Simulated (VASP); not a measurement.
# EuMo (Pm-3m) in VASP: notebook, part 2 of 2

VASP 6.6.1. The steps go on from the part before.

## 4. Relaxation of cell and atoms, PBEsol, collinear spin, ferromagnetic start

Contents of INCAR:

```
SYSTEM = EuMo
  PREC = Accurate
  ENCUT = 600
  EDIFF = 1E-7
  ISMEAR = -1
  SIGMA = 0.05
  LREAL = .False.
  LASPH = .True.
  NELM = 100
  ALGO = Normal
  ISIF = 3
  LWAVE = .False.
  LCHARG = .False.
  ISPIN = 2
  MAGMOM = 7 1
  LORBIT = 11
  LMAXMIX = 6
  GGA = PS
  IBRION = 2
  NSW = 60
  EDIFFG = -0.02
```

Contents of KPOINTS:

```
Automatic mesh
0
Gamma
  6 6 6
  0 0 0
```

Contents of POSCAR:

```
EuMo
1.0
    3.5314500000      0.0000000000      0.0000000000
    0.0000000000      3.5314500000      0.0000000000
    0.0000000000      0.0000000000      3.5314500000
Eu Mo
1 1
Direct
    0.5000000000      0.5000000000      0.5000000000
    0.0000000000      0.0000000000      0.0000000000
```

The run is started by

```console
$ cat potpaw_PBE.64/Eu/POTCAR potpaw_PBE.64/Mo_sv/POTCAR > POTCAR
$ mpirun -np 1 vasp_std > vasp.out
```

It took 3.6 min on 1 thread of AMD EPYC 9R45 (Zen 5), shared host; peak memory 0.2 GiB.

The run converged. Its results:

```
Free energy                                           : -21.5557 eV
Relaxed volume                                        : 20.30 Å³/atom
Relaxed cell                                          : a = 3.437 Å, b = 3.437 Å, c = 3.437 Å, α = 90.00°, β = 90.00°, γ = 90.00°
Space group after relaxing (to 0.05 Å)                : Pm-3m (No. 221)
Energy gained by relaxing                             : 32.2 meV/atom
Ionic steps                                           : 3
Pressure after relaxing                               : 0.0 GPa
Band gap on the k mesh                                : none (metal or under the smearing width)
Net moment                                            : -5.90 μB per cell
Site moments                                          : Eu -6.28; Mo +0.60 μB
Valence electrons inside the program's atomic spheres : Eu 14.90; Mo 12.45
```

The path:
```tsv
step	energy change (eV)	largest force (eV/Å)	pressure (GPa)	volume (Å³)
1	0.0000	0.0000	-5.46	44.04
2	-0.0546	0.0000	2.76	39.43
3	-0.0645	0.0000	0.03	40.61
```

Final structure:
```xyz
2
Lattice="3.4371 0.0000 0.0000 0.0000 3.4371 0.0000 0.0000 0.0000 3.4371" Properties=species:S:1:pos:R:3 pbc="T T T"
Eu    1.7186    1.7186    1.7186
Mo    0.0000    0.0000    0.0000
```

Levels at points of the mesh, in eV from the Fermi level:
Spin up:
```csv
k point,band 8,band 9,band 10,band 11,band 12,band 13,band 14,band 15,band 16,band 17
"(0.00, 0.00, 0.00)",-17.06,-4.76,-3.15,-3.15,0.22,0.22,0.22,3.74,3.74,3.74
"(0.50, 0.00, 0.00)",-17.04,-1.94,-1.26,-1.18,0.04,0.04,0.52,1.38,2.57,3.71
"(0.50, 0.50, 0.00)",-16.91,-3.37,-2.69,-1.29,-1.29,1.86,2.54,3.01,3.01,3.80
"(0.50, 0.50, 0.50)",-17.87,-0.35,-0.35,-0.35,0.00,0.00,0.00,1.95,1.95,3.15
```
Spin down:
```
           k point  band 14  band 15  band 16  band 17  band 18  band 19  band 20  band 21  band 22  band 23
(0.00, 0.00, 0.00)    -0.64    -0.58    -0.58    -0.58    -0.57     0.49     0.49     0.49     4.10     4.10
(0.50, 0.00, 0.00)    -0.91    -0.77    -0.47    -0.47     0.14     0.62     1.00     1.00     1.68     3.07
(0.50, 0.50, 0.00)    -0.74    -0.63    -0.59    -0.59    -0.46    -0.45     2.28     2.69     3.51     3.51
(0.50, 0.50, 0.50)    -0.49    -0.49    -0.37    -0.37    -0.37    -0.25    -0.25    -0.25     2.37     7.40
```

Caveat: the PAW data sets were made with another functional, which shifts forces and pressure a little; spin-orbit coupling is left out, which moves the levels of the heavy elements; without U or exact exchange the open f shell lies at the Fermi level, which spoils levels, moments and volumes. The state reached can hang on the start; a lower one may exist.

## 5. Relaxation of cell and atoms, RPBE, collinear spin, ferromagnetic start

Edit INCAR of step 4 so:

```diff
@@ -17,3 +17,3 @@
   LMAXMIX = 6
-  GGA = PS
+  GGA = RP
   IBRION = 2
```

KPOINTS is that of step 4.

POSCAR is that of step 4.

The run is started by

```console
$ cat potpaw_PBE.64/Eu/POTCAR potpaw_PBE.64/Mo_sv/POTCAR > POTCAR
$ mpirun -np 1 vasp_std > vasp.out
```

It took 3.4 min on 1 thread of AMD EPYC 9R45 (Zen 5), shared host; peak memory 0.2 GiB.

It converged, with:

- Free energy: -19.5553 eV
- Relaxed volume: 24.87 Å³/atom
- Relaxed cell: a = 3.677 Å, b = 3.677 Å, c = 3.677 Å, α = 90.00°, β = 90.00°, γ = 90.00°
- Space group after relaxing (to 0.05 Å): Pm-3m (No. 221)
- Energy gained by relaxing: 45.9 meV/atom
- Ionic steps: 3
- Pressure after relaxing: 0.1 GPa
- Band gap on the k mesh: none (metal or under the smearing width)
- Net moment: 3.93 μB per cell
- Site moments: Eu +6.30; Mo -2.24 μB
- Valence electrons inside the program's atomic spheres: Eu 14.77; Mo 12.27

The path:
```tsv
step	energy change (eV)	largest force (eV/Å)	pressure (GPa)	volume (Å³)
1	0.0000	0.0000	4.82	44.04
2	-0.0862	0.0000	1.26	48.40
3	-0.0918	0.0000	0.09	49.73
```

Final structure:
```xyz
2
Lattice="3.6774 0.0000 0.0000 0.0000 3.6774 0.0000 0.0000 0.0000 3.6774" Properties=species:S:1:pos:R:3 pbc="T T T"
Eu    1.8387    1.8387    1.8387
Mo    0.0000    0.0000    0.0000
```

Levels at points of the mesh, in eV from the Fermi level:
Spin up:
| k point | band 15 | band 16 | band 17 | band 18 | band 19 | band 20 |
| --- | --- | --- | --- | --- | --- | --- |
| (0.00, 0.00, 0.00) | -0.42 | -0.42 | -0.42 | -0.42 | 1.35 | 1.35 |
| (0.50, 0.00, 0.00) | -0.55 | -0.32 | -0.32 | 0.37 | 1.02 | 1.51 |
| (0.50, 0.50, 0.00) | -0.42 | -0.34 | -0.30 | -0.05 | -0.05 | 2.42 |
| (0.50, 0.50, 0.50) | -0.32 | 0.02 | 0.02 | 0.02 | 0.34 | 0.34 |
Spin down:
```csv
k point,band 12,band 13,band 14,band 15,band 16,band 17
"(0.00, 0.00, 0.00)",-0.39,-0.39,-0.39,3.97,3.97,4.13
"(0.50, 0.00, 0.00)",-0.61,-0.61,-0.15,1.59,1.80,3.33
"(0.50, 0.50, 0.00)",-1.41,1.01,1.57,2.23,2.23,4.15
"(0.50, 0.50, 0.50)",-0.02,-0.02,-0.02,1.07,1.07,3.10
```

Caveat: the PAW data sets were made with another functional, which shifts forces and pressure a little; spin-orbit coupling is left out, which moves the levels of the heavy elements; without U or exact exchange the open f shell lies at the Fermi level, which spoils levels, moments and volumes. The state reached can hang on the start; a lower one may exist.

## 6. Relaxation of cell and atoms, revPBE, collinear spin, ferromagnetic start

Edit INCAR of step 5 so:

```diff
@@ -17,3 +17,3 @@
   LMAXMIX = 6
-  GGA = RP
+  GGA = RE
   IBRION = 2
```

KPOINTS is that of step 5.

POSCAR is that of step 5.

Potentials or basis: VASP PAW PBE potentials, release 64 (Eu, Mo_sv).

The run is started by

```console
$ cat potpaw_PBE.64/Eu/POTCAR potpaw_PBE.64/Mo_sv/POTCAR > POTCAR
$ mpirun -np 1 vasp_std > vasp.out
```

It took 7 min on 1 thread of AMD EPYC 9R45 (Zen 5), shared host; peak memory 0.2 GiB.

Results (log left out):

- Free energy: -19.6935 eV
- Relaxed volume: 24.39 Å³/atom
- Relaxed cell: a = 3.654 Å, b = 3.654 Å, c = 3.654 Å, α = 90.00°, β = 90.00°, γ = 90.00°
- Space group after relaxing (to 0.05 Å): Pm-3m (No. 221)
- Energy gained by relaxing: 29.4 meV/atom
- Ionic steps: 4
- Pressure after relaxing: 0.1 GPa
- Band gap on the k mesh: none (metal or under the smearing width)
- Net moment: 4.00 μB per cell
- Site moments: Eu +6.29; Mo -2.17 μB
- Valence electrons inside the program's atomic spheres: Eu 14.78; Mo 12.28

The path:
```csv
step,energy change (eV),largest force (eV/Å),pressure (GPa),volume (Å³)
1,0.0000,0.0000,2.08,44.04
2,-0.0340,0.0000,2.51,45.89
3,-0.0391,0.0000,-2.20,51.76
4,-0.0588,0.0000,0.11,48.78
```

Final structure:
```yaml
crystal:
  lattice:
    - [3.65394, 0.00000, 0.00000]
    - [0.00000, 3.65394, 0.00000]
    - [0.00000, 0.00000, 3.65394]
  atoms:
    - { symbol: Eu, position: [0.50000, 0.50000, 0.50000] }
    - { symbol: Mo, position: [0.00000, 0.00000, 0.00000] }
```

Levels at points of the mesh, in eV from the Fermi level:
Spin up:
```csv
k point,band 13,band 14,band 15,band 16,band 17,band 18,band 19,band 20,band 21,band 22
"(0.00, 0.00, 0.00)",-0.44,-0.44,-0.43,-0.43,-0.43,-0.43,1.32,1.32,1.32,3.81
"(0.50, 0.00, 0.00)",-0.58,-0.58,-0.56,-0.33,-0.33,0.37,1.00,1.50,1.50,2.20
"(0.50, 0.50, 0.00)",-0.48,-0.42,-0.42,-0.35,-0.31,-0.10,-0.10,2.46,2.70,2.70
"(0.50, 0.50, 0.50)",-0.33,-0.33,-0.33,0.01,0.01,0.01,0.34,0.34,0.34,2.52
```
Spin down:
```
           k point  band 10  band 11  band 12  band 13  band 14  band 15  band 16  band 17  band 18  band 19
(0.00, 0.00, 0.00)    -2.58    -2.58    -0.34    -0.34    -0.34     4.04     4.04     4.09     4.09     4.09
(0.50, 0.00, 0.00)    -1.69    -1.43    -0.55    -0.55    -0.08     1.69     1.78     3.37     3.37     4.28
(0.50, 0.50, 0.00)    -2.60    -1.40    -1.40     1.10     1.67     2.32     2.32     4.12     4.12     4.14
(0.50, 0.50, 0.50)    -1.06    -1.06    -0.01    -0.01    -0.01     1.16     1.16     3.13     4.24     4.24
```

Caveat: the PAW data sets were made with another functional, which shifts forces and pressure a little; spin-orbit coupling is left out, which moves the levels of the heavy elements; without U or exact exchange the open f shell lies at the Fermi level, which spoils levels, moments and volumes. The state reached can hang on the start; a lower one may exist.

## 7. The reference run

An earlier run on the cell as given: functional PBE; potentials or basis VASP PAW PBE potentials, release 64 (Eu, Mo_sv); cutoff 520 eV; k mesh 8 × 8 × 8; occupations fermi-dirac, width 0.05 eV; collinear spin, ferromagnetic start; starting moments [7.0, 1.0] μB.

* Pressure: 0.1 GPa
* Band gap on the k mesh: none (metal or under the smearing width)
* Net moment: 5.40 μB per cell
* Site moments: Eu +6.29; Mo -1.06 μB
* Valence electrons inside the program's atomic spheres: Eu 14.85; Mo 12.37

## 8. Overview

| task | level | cell | k mesh | cutoff (eV) | gap on the mesh (eV) | pressure (GPa) | moment (μB) | relaxed volume (Å³/atom) |
| --- | --- | --- | --- | --- | --- | --- | --- | --- |
| relaxation of cell and atoms | LDA | relaxed | 6 × 6 × 6 | 600 | none | 0.0 | 6.14 | 19.54 |
| relaxation of cell and atoms | PBE | relaxed | 6 × 6 × 6 | 600 | none | 0.0 | 5.48 | 21.95 |
| relaxation of cell and atoms | PBEsol | relaxed | 6 × 6 × 6 | 600 | none | 0.0 | 5.90 | 20.30 |
| relaxation of cell and atoms | RPBE | relaxed | 6 × 6 × 6 | 600 | none | 0.1 | 3.93 | 24.87 |
| relaxation of cell and atoms | revPBE | relaxed | 6 × 6 × 6 | 600 | none | 0.1 | 4.00 | 24.39 |
| single point | PBE | as given | 8 × 8 × 8 | 520 | none | 0.1 | 5.40 | - |

Alike in all rows: potentials or basis VASP PAW PBE potentials, release 64 (Eu, Mo_sv); spin collinear, ferromagnetic start; smearing fermi-dirac 0.05 eV.

Caveats: spin-orbit coupling is left out, which moves the levels of the heavy elements; without U or exact exchange the open f shell lies at the Fermi level, which spoils levels, moments and volumes; the PAW data sets were made with another functional, which shifts forces and pressure a little (some runs).

Absolute energies hang on the potentials; compare differences alone.
